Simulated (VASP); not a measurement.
Wanted: the native input for a VASP 6.6.1 run.

```yaml
Task: relaxation of cell and atoms
Functional: PBE
Potentials_or_basis: VASP PAW PBE potentials, release 64 (In_d, As)
Cutoff: 350 eV
k_mesh: 10 × 10 × 10
Occupations: gaussian, width 0.02 eV
Spin: no spin polarisation
Further_INCAR_settings: ALGO = Normal; EDIFF = 1e-07; IBRION = 2; EDIFFG = -0.002; NSW = 80; ISIF = 3
```

The structure of InAs lies in POSCAR:

```
InAs
1.0
    0.0000000000      3.0180000000      3.0180000000
    3.0180000000      0.0000000000      3.0180000000
    3.0180000000      3.0180000000      0.0000000000
In As
1 1
Direct
    0.0000000000      0.0000000000      0.0000000000
    0.2500000000      0.2500000000      0.2500000000
```

These files were run (other wordings do the same):

INCAR

```
SYSTEM = InAs
  PREC = Accurate
  ENCUT = 350
  EDIFF = 1E-7
  ISMEAR = 0
  SIGMA = 0.02
  LREAL = .FALSE.
  LASPH = .TRUE.
  NELM = 80
  ALGO = Normal
  ISIF = 3
  LWAVE = .FALSE.
  LCHARG = .FALSE.
  GGA = PE
  IBRION = 2
  NSW = 80
  EDIFFG = -0.002
```

KPOINTS

```
Automatic mesh
0
G
  10 10 10
  0 0 0
```

Potentials or basis: VASP PAW PBE potentials, release 64 (In_d, As).

Run with:

```sh
$ cat potpaw_PBE.64/In_d/POTCAR potpaw_PBE.64/As/POTCAR > POTCAR
$ mpirun -np 1 vasp_std > vasp.out
```

Results of the run:

- Relaxed volume: 29.46 Å³/atom
- Relaxed cell: a = 4.368 Å, b = 4.368 Å, c = 4.368 Å, α = 60.00°, β = 60.00°, γ = 60.00°
- Space group after relaxing (to 0.05 Å): F-43m (No. 216)
- Energy gained by relaxing: 23.7 meV/atom
- Ionic steps: 3
- Pressure after relaxing: 0.0 GPa
- Band gap on the k mesh: none (metal or under the smearing width)

Caveat: this crystal is a semiconductor, whose small gap the functional closes, so the metal is an error of the method.

Wall time 26 s on 1 thread of Intel(R) Xeon(R) 6975P-C (Granite Rapids), with other jobs on the host, peak memory 0.17 GiB.
